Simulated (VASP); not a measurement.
Consider the following.

```
CrB2
1.0
    0.00000     3.34362     3.45824
    1.94135     0.00000     3.45824
    1.94135     3.34362     0.00000
B Cr
4 2
Direct
  0.66350   0.33650   0.66350
  0.33650   0.66350   0.33650
  0.58650   0.91350   0.58650
  0.91350   0.58650   0.91350
  0.00000   0.00000   0.00000
  0.25000   0.25000   0.25000
```
Starting moments (μB, in the order of the record's atoms B B B B Cr Cr): 0.0 0.0 0.0 0.0 3.0 3.0.

Method: PBE GGA, VASP's PBE PAW potentials (set 64) (plane waves; VASP). Numerical set-up: 400 eV cut-off, 4×4×4 Γ-centred mesh, Gaussian smearing of 0.10 eV, potentials B Cr_pv.

At this cut-off the stress carries a Pulay error, which pulls relaxed volumes low. The moments were started parallel, and other spin orders were not tried in this run.

Task: Estimate the cell moment, energy per atom (σ→0), pressure, largest force, band gap (on the k-mesh) with the smallest direct gap where there is one.

Result: 
```
Quantity                                                    Result
------------------------  ----------------------------------------
band gap (on the k-mesh)  none (metal, semimetal or under 0.01 eV)
cell moment                                                0.00 μB
energy per atom (σ→0)                               -7.542 eV/atom
pressure                                                 10.68 GPa
largest force                                           0.500 eV/Å
```

Total energies compare only between runs with the same potentials, cut-off and functional.

The structure was generated: CrB2 was put into an ordered model structure, which need not be its known phase. The cell was not relaxed at this level. The k-mesh is coarse (spacing up to 0.52 per Å, 2π included), so the numbers may not be converged in it.
